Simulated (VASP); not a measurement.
Consider the following.

```yaml
crystal:
  lattice:
    - [0.00000, 2.86960, 2.86960]
    - [2.86960, 0.00000, 2.86960]
    - [2.86960, 2.86960, 0.00000]
  atoms:
    - { symbol: Ta, position: [0.00000, 0.00000, 0.00000] }
    - { symbol: As, position: [0.25000, 0.25000, 0.25000] }
```

These are PBEsol GGA, VASP's PBE PAW potentials (set 64) (plane waves; VASP) values and carry that method's errors. Run with 400 eV cut-off, Gaussian smearing of 0.050 eV, potentials Ta_pv As.

Q: Give the energies of bands 5 to 11 at the high-symmetry points, in eV from the Fermi level.

A: 
```json
[
 {"band": "5", "Γ": "-3.85", "X": "-5.65", "U": "-5.08", "L": "-5.12", "W": "-4.48"},
 {"band": "6", "Γ": "-3.85", "X": "-2.50", "U": "-3.59", "L": "-3.44", "W": "-4.43"},
 {"band": "7", "Γ": "-3.85", "X": "-2.50", "U": "-2.79", "L": "-3.44", "W": "-2.50"},
 {"band": "8", "Γ": "0.01", "X": "-1.42", "U": "-1.35", "L": "0.35", "W": "-1.52"},
 {"band": "9", "Γ": "0.01", "X": "0.10", "U": "0.31", "L": "0.46", "W": "0.03"},
 {"band": "10", "Γ": "1.66", "X": "0.95", "U": "0.55", "L": "0.46", "W": "0.73"},
 {"band": "11", "Γ": "5.88", "X": "1.47", "U": "2.25", "L": "3.24", "W": "1.85"}
]
```

It has no gap at this level: it comes out as a metal or semimetal.

The structure was generated: TaAs was put into the zinc blende type (F-43m), which need not be its known phase. It was relaxed first, which changed the volume by -36 %.
